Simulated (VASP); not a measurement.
# Ag2PdO2 in VASP: notebook

The runs below take Ag2PdO2 through single point, molecular dynamics, with PBE.

Program: VASP 6.6.1. These are calculated values, not measurements. Logs are shortened: lines on timing, memory, paths and dates and some standing lists are left out, and cuts for length are marked.

**1. The structure**

The cell holds a amorphous, 5 atoms: a = 4.759 Å, b = 3.601 Å, c = 4.552 Å, α = 89.48°, β = 80.49°, γ = 106.77°.

The cell was built by a generator and needn't be a form met in nature.

**2. Single point, PBE**

INCAR reads:

```
SYSTEM = Ag2PdO2
PREC = Accurate
ENCUT = 520
EDIFF = 1E-6
ISMEAR = -1
SIGMA = 0.05
LREAL = .False.
LASPH = .True.
NELM = 100
ALGO = Fast
ISIF = 2
LWAVE = .False.
LCHARG = .False.
GGA = PE
NBANDS = 30
```

KPOINTS reads:

```
regular mesh
0
Gamma
  3 4 3
  0 0 0
```

POSCAR reads:

```
Ag2PdO2
1.0
    4.7266130000     -0.1395880000      0.5395860000
   -0.9420710000      3.4759650000     -0.0142370000
    0.2421810000      0.1268730000      4.5439100000
Pd O Ag
1 2 2
Direct
    0.4971981263      0.0581233204      0.0810516391
    0.6576568416      0.3970734217      0.6861561320
    0.5715599719      0.9272115701      0.6058416545
    0.1986734165      0.3534601652      0.5412283294
    0.9010900231      0.7195209081      0.2119116043
```

Potentials or basis: VASP PAW PBE potentials, release 64 (Pd, O, Ag).

Run with:

```bash
$ cat potpaw_PBE.64/Pd/POTCAR potpaw_PBE.64/O/POTCAR potpaw_PBE.64/Ag/POTCAR > POTCAR
$ mpirun -np 1 vasp_std > vasp.out
```

OUTCAR:

```text
SYSTEM = Ag2PdO2
   PREC = Accurate
   ENCUT = 520
   EDIFF = 1E-6
   ISMEAR = -1
   LREAL = .False.
   LASPH = .True.
   NELM = 100
   ISIF = 2
   GGA = PE

 ion  position               nearest neighbor table
   1  0.497  0.058  0.081-   2 2.07   3 2.21   3 2.53   5 2.69   5 2.71   4 2.73   5 2.74   4 3.11
                             4 3.34
   2  0.658  0.397  0.686-   3 1.68   1 2.07   4 2.35   5 2.39   4 2.60
   3  0.572  0.927  0.606-   2 1.68   1 2.21   4 2.36   5 2.45   1 2.53   4 2.71
   4  0.199  0.353  0.541-   2 2.35   3 2.36   2 2.60   3 2.71   1 2.73   5 2.78   5 2.89   1 3.11
                             5 3.31   1 3.34   5 3.58
   5  0.901  0.720  0.212-   2 2.39   3 2.45   1 2.69   1 2.71   1 2.74   4 2.78   4 2.89   4 3.31
                             4 3.58

  LATTYP: Found a triclinic cell.
 ALAT       =     5.0724906316
 B/A-ratio  =     0.7099851895
 C/A-ratio  =     0.8974147057
 COS(alpha) =     0.0090376203
 COS(beta)  =     0.1614065835
 COS(gamma) =     0.4392559862

  Lattice vectors:

 A1 = (   3.7845420000,   3.3363770000,   0.5253490000)
 A2 = (  -0.9420710000,   3.4759650000,  -0.0142370000)
 A3 = (   0.2421810000,   0.1268730000,   4.5439100000)

Analysis of symmetry for initial positions (statically):
=====================================================================
 Subroutine PRICEL returns:
 Original cell was already a primitive cell.

 Routine SETGRP: Setting up the symmetry group for a
 triclinic supercell.

 Subroutine GETGRP returns: Found  1 space group operations
 (whereof  1 operations were pure point group operations)
 out of a pool of  2 trial point group operations.

The static configuration has the point symmetry C_1 .

Analysis of symmetry for dynamics (positions and initial velocities):
=====================================================================
 Subroutine PRICEL returns:
 Original cell was already a primitive cell.

 Routine SETGRP: Setting up the symmetry group for a
 triclinic supercell.

 Subroutine GETGRP returns: Found  1 space group operations
 (whereof  1 operations were pure point group operations)
 out of a pool of  2 trial point group operations.

The dynamic configuration has the point symmetry C_1 .

 Subroutine INISYM returns: Found  1 space group operations
 (whereof  1 operations are pure point group operations),
 and found     1 'primitive' translations

----------------------------------------------------------------------------------------

                                     Primitive cell

  volume of cell :      73.5471

  direct lattice vectors                    reciprocal lattice vectors
     4.726613000 -0.139588000  0.539586000     0.214777660  0.058156429 -0.013071022
    -0.942071000  3.475965000 -0.014237000     0.009554884  0.290244220 -0.008613323
     0.242181000  0.126873000  4.543910000    -0.025474753 -0.005996639  0.221599968

  length of vectors
     4.759360074  3.601393222  4.552127687     0.222895637  0.290529160  0.223140021

  position of ions in fractional coordinates (direct lattice)
     0.497198126  0.058123320  0.081051639
     0.657656842  0.397073422  0.686156132
     0.571559972  0.927211570  0.605841654
     0.198673417  0.353460165  0.541228329
     0.901090023  0.719520908  0.211911604

  ion indices of the primitive-cell ions
   primitive index   ion index
                 1           1
                 2           2
                 3           3
                 4           4
                 5           5

----------------------------------------------------------------------------------------

 KPOINTS: regular mesh

Automatic generation of k-mesh.
 Grid dimensions read from file:
 generate k-points for:    3    4    3

 Generating k-lattice:

  Cartesian coordinates                     Fractional coordinates (reciprocal lattice)
     0.071592553  0.019385476 -0.004357007     0.333333333  0.000000000  0.000000000
     0.002388721  0.072561055 -0.002153331    -0.000000000  0.250000000  0.000000000
    -0.008491584 -0.001998880  0.073866656     0.000000000  0.000000000  0.333333333

  Length of vectors
     0.074298546  0.072632290  0.074380007

  Shift w.r.t. Gamma in fractional coordinates (k-lattice)
     0.000000000  0.000000000  0.000000000

 Subroutine IBZKPT returns following result:
 ===========================================

 Found     19 irreducible k-points:

 Following reciprocal coordinates:
            Coordinates               Weight
  0.000000  0.000000  0.000000      1.000000
  0.333333 -0.000000  0.000000      2.000000
  0.000000  0.250000  0.000000      2.000000
  0.333333  0.250000  0.000000      2.000000
 -0.333333  0.250000 -0.000000      2.000000
  0.000000  0.500000  0.000000      1.000000
[... 11 lines left out ...]
  0.333333 -0.250000  0.333333      2.000000
 -0.333333 -0.250000  0.333333      2.000000
   k-points           NKPTS =     19   k-points in BZ     NKDIM =     19   number of bands    NBANDS=     30
   number of dos      NEDOS =    301   number of ions     NIONS =      5
   total plane-waves  NPLWV =  36288
   dimension x,y,z NGX =    36 NGY =   28 NGZ =   36
   dimension x,y,z NGXF=    72 NGYF=   56 NGZF=   72
   ions per type =               1   2   2
   NGX,Y,Z   is equivalent  to a cutoff of  12.57, 12.93, 13.15 a.u.
   NGXF,Y,Z  is equivalent  to a cutoff of  25.15, 25.85, 26.29 a.u.
 SYSTEM =  Ag2PdO2
   PREC   = accura    normal or accurate (medium, high low for compatibility)
   ISTART =      0    job   : 0-new  1-cont  2-samecut
   ICHARG =      2    charge: 1-file 2-atom 10-const
   ISPIN  =      1    spin polarized calculation?
   LNONCOLLINEAR =      F non collinear calculations
   LSORBIT =      F    spin-orbit coupling
   LASPH  =      T    aspherical Exc in radial PAW
   ENCUT  =  520.0 eV  38.22 Ry    6.18 a.u.   8.85  6.70  8.46*2*pi/ulx,y,z
   NELM   =    100;   NELMIN=  2; NELMDL= -5     # of ELM steps
   EDIFF  = 0.1E-05   stopping-criterion for ELM
   LREAL  =      F    real-space projection
   EDIFFG = 0.1E-04   stopping-criterion for IOM
   NSW    =      0    number of steps for IOM
   IBRION =     -1    ionic relax: 0-MD 1-quasi-New 2-CG
   NFREE  =      0    steps in history (QN), initial steepest desc. (CG)
   ISIF   =      2    stress and relaxation
   ISYM   =      2    0-nonsym 1-usesym 2-fastsym
   POTIM  = 0.5000    time-step for ionic-motion
   TEBEG  =    0.0;   TEEND  =   0.0 temperature during run
   PSTRESS=    0.0 pullay stress
   NELECT =      44.0000    total number of electrons
   NUPDOWN=      -1.0000    fix difference up-down
   EMIN   =  10.00;   EMAX   =-10.00  energy-range for DOS
   EFERMI =   0.00;   METHOD = LEGACY
   ISMEAR =    -1;   SIGMA  =   0.05  broadening in eV -4-tet -1-fermi 0-gaus
   EFERMI_NEDOS =   21; number of points for ismear=-14 and -15
   IALGO  =     68    algorithm
   IMIX   =      4    mixing-type and parameters
     AMIX     =   0.40;   BMIX     =  1.00
     AMIX_MAG =   1.60;   BMIX_MAG =  1.00
  volume/ion in A,a.u.               =      14.71        99.26
  Fermi-wavevector in a.u.,A,eV,Ry     =   1.379443  2.606770 25.890031  1.902864
  Thomas-Fermi vector in A             =   2.504412
   LORBIT       =      0    0 simple, 1 ext, 2 COOP (PROOUT), +10 PAW based schemes
   GGA     = PE    functional components
   LHFCALC =     F    Hartree Fock is set to
   AEXX    =    0.0000 exact exchange contribution
   IVDW    =     0    specifies the selected vdW correction
   LEPSILON=     F    determine dielectric tensor
   LRPA    =     F    only Hartree local field effects (RPA)
 non-spin polarized calculation
 RMM-DIIS sequential band-by-band and
  energy-cutoff  :      520.00
  volume of cell :       73.55
 maximum number of plane-waves:      1993
   NGX = 17   NGY = 13   NGZ = 17

 number of electron      44.0000004 magnetization

 Free energy of the ion-electron system (eV)
  ---------------------------------------------------
  ext. energy  EPLUGINS =         0.00000000
  ---------------------------------------------------
  free energy    TOTEN  =       -17.88954013 eV

  energy without entropy =      -17.86978097  energy(sigma->0) =      -17.87966055

 E-fermi :   5.8578     XC(G=0): -11.3893

 val. band max:        5.7838708945   @ k =  -0.3333   0.2500   0.3333
 cond. band min:       5.9484852780   @ k =   0.0000   0.2500   0.0000
 fundamental gap:      0.1646143835
 Fermi energy:         5.8577771119

 k-point     1 :       0.0000    0.0000    0.0000
  band No.  band energies     occupation
      1     -15.0667      2.00000
      2      -9.9873      2.00000
      3      -1.7493      2.00000
      4      -0.2915      2.00000
      5       0.3951      2.00000
      6       0.7917      2.00000
[... 22 lines left out ...]
     29      15.5869      0.00000
     30      16.9765      0.00000

 k-point     2 :       0.3333   -0.0000    0.0000
  band No.  band energies     occupation
      1     -15.0408      2.00000
      2      -9.9900      2.00000
      3      -1.7611      2.00000
      4      -0.5785      2.00000
      5       0.0688      2.00000
      6       1.0650      2.00000
[... 22 lines left out ...]
     29      16.0842      0.00000
     30      17.5528      0.00000

 k-point     3 :       0.0000    0.2500    0.0000
  band No.  band energies     occupation
      1     -14.7502      2.00000
      2     -10.7752      2.00000
      3      -1.0517      2.00000
      4      -0.0756      2.00000
      5       0.5984      2.00000
      6       1.0795      2.00000
[... 22 lines left out ...]
     29      14.7094      0.00000
     30      15.2159      0.00000

 k-point     4 :       0.3333    0.2500    0.0000
  band No.  band energies     occupation
      1     -14.7263      2.00000
      2     -10.7745      2.00000
      3      -1.1996      2.00000
      4      -0.3288      2.00000
      5       0.5923      2.00000
      6       1.0462      2.00000
[... 22 lines left out ...]
     29      16.1158      0.00000
     30      16.9404      0.00000

 k-point     5 :      -0.3333    0.2500   -0.0000
  band No.  band energies     occupation
      1     -14.7375      2.00000
      2     -10.7689      2.00000
      3      -1.1816      2.00000
      4      -0.1426      2.00000
      5       0.5099      2.00000
      6       1.0630      2.00000
[... 22 lines left out ...]
     29      14.1070      0.00000
     30      16.4124      0.00000
[... 361 lines left out ...]
     29      13.3026      0.00000
     30      16.0490      0.00000

 k-point    17 :       0.0000   -0.2500    0.3333
  band No.  band energies     occupation
      1     -14.7033      2.00000
      2     -10.7907      2.00000
      3      -1.2544      2.00000
      4      -0.2446      2.00000
      5       0.5684      2.00000
      6       1.1731      2.00000
[... 22 lines left out ...]
     29      14.7154      0.00000
     30      15.3559      0.00000

 k-point    18 :       0.3333   -0.2500    0.3333
  band No.  band energies     occupation
      1     -14.6921      2.00000
      2     -10.7861      2.00000
      3      -1.3047      2.00000
      4      -0.2874      2.00000
      5       0.4408      2.00000
      6       1.2510      2.00000
[... 22 lines left out ...]
     29      15.1511      0.00000
     30      15.3346      0.00000

 k-point    19 :      -0.3333   -0.2500    0.3333
  band No.  band energies     occupation
      1     -14.6814      2.00000
      2     -10.7903      2.00000
      3      -1.2748      2.00000
      4      -0.4941      2.00000
      5       0.5130      2.00000
      6       1.2487      2.00000
[... 22 lines left out ...]
     29      15.0091      0.00000
     30      17.6470      0.00000

------------------------ aborting loop because EDIFF is reached ----------------------------------------

  FORCE on cell =-STRESS in cart. coord.  units (eV):
  Direction    XX          YY          ZZ          XY          YZ          ZX
  --------------------------------------------------------------------------------------
  -------------------------------------------------------------------------------------
  Total        3.3233160      2.6524946      1.5707893     -0.8427094      0.0356273      0.2499116
  in kB       72.3963293     57.7829114     34.2186480    -18.3578898      0.7761176      5.4441648
  external PRESSURE =      54.7992962 kB  Pullay stress =       0.0000000 kB

 VOLUME and BASIS-vectors are now :
 -----------------------------------------------------------------------------
  energy-cutoff  :      520.00
  volume of cell :       73.55
      direct lattice vectors                 reciprocal lattice vectors
     4.726613000 -0.139588000  0.539586000     0.214777660  0.058156429 -0.013071022
    -0.942071000  3.475965000 -0.014237000     0.009554884  0.290244220 -0.008613323
     0.242181000  0.126873000  4.543910000    -0.025474753 -0.005996639  0.221599968

 POSITION                                       TOTAL-FORCE (eV/Angst)
 -----------------------------------------------------------------------------------
      2.31494      0.14291      0.63574         0.019885     -0.154530      0.277652
      2.90059      1.37547      3.46704         0.641413     -1.452672      0.281458
      1.97477      3.22004      3.04810        -0.540898      1.445750     -0.195112
      0.73714      1.26955      2.56146        -0.526438      0.130977     -0.004139
      3.63259      2.40213      1.43888         0.406037      0.030474     -0.359860
 -----------------------------------------------------------------------------------
    total drift:                               -0.000084     -0.000308     -0.000198

  FREE ENERGIE OF THE ION-ELECTRON SYSTEM (eV)
  ---------------------------------------------------
  free  energy   TOTEN  =       -17.8895401318 eV

  energy  without entropy=      -17.8697809688  energy(sigma->0) =      -17.87966055
```

Wall time 18 s (1 thread of Intel Xeon 6975P-C (Granite Rapids), shared host); peak memory 0.2 GiB.

What came out:

```yaml
Free_energy: -17.8895 eV
Pressure: 5.5 GPa
Largest_force: 1.613 eV/Å
Band_gap_on_the_k_mesh: 0.16 eV, indirect (least direct gap 0.32 eV)
```

Forces on the atoms (eV/Å):
```
Pd   0.020 -0.155  0.278
O    0.641 -1.453  0.281
O   -0.541  1.446 -0.195
Ag  -0.526  0.131 -0.004
Ag   0.406  0.030 -0.360
```

Stress tensor (GPa, compression positive):
```
 7.24 -1.84  0.54
-1.84  5.78  0.08
 0.54  0.08  3.42
```

Caveat: the k mesh is coarse (spacing up to 0.47 Å⁻¹), so the values aren't converged.

(Continued in part 2 of 2.)
